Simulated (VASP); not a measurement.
```
TiN
1.0
    0.00000     2.12439     2.12439
    2.12439     0.00000     2.12439
    2.12439     2.12439     0.00000
Ti N
1 1
Direct
  0.00000   0.00000   0.00000
  0.50000   0.50000   0.50000
```

All values below come from PBE GGA with spin-orbit coupling, VASP's PBE PAW potentials (set 64) (plane waves; VASP). Run with 520 eV cut-off, 13×13×13 Γ-centred mesh, Gaussian smearing of 0.050 eV, potentials Ti_sv N.

### Question
Give the energies of bands 11 to 23 at the high-symmetry points, in eV from the Fermi level.

### Answer

```tsv
band	Γ	X	U	L	W
11	-2.12	-5.88	-5.85	-8.10	-5.53
12	-2.12	-5.88	-5.85	-8.10	-5.53
13	-2.08	-3.30	-5.76	-5.51	-5.50
14	-2.08	-3.30	-5.76	-5.51	-5.50
15	-2.08	-3.26	-4.50	-5.51	-5.40
16	-2.08	-3.26	-4.50	-5.51	-5.40
17	-0.67	-3.10	-0.52	1.61	0.85
18	-0.67	-3.10	-0.52	1.61	0.85
19	-0.67	1.57	1.91	1.61	0.87
20	-0.67	1.57	1.91	1.61	0.87
21	-0.65	2.29	2.24	2.28	2.31
22	-0.65	2.29	2.24	2.28	2.31
23	0.52	2.32	3.50	5.63	3.03
```

It has no gap at this level: it comes out as a metal or semimetal.

The compound is TiN in the rock salt structure. It was relaxed first.
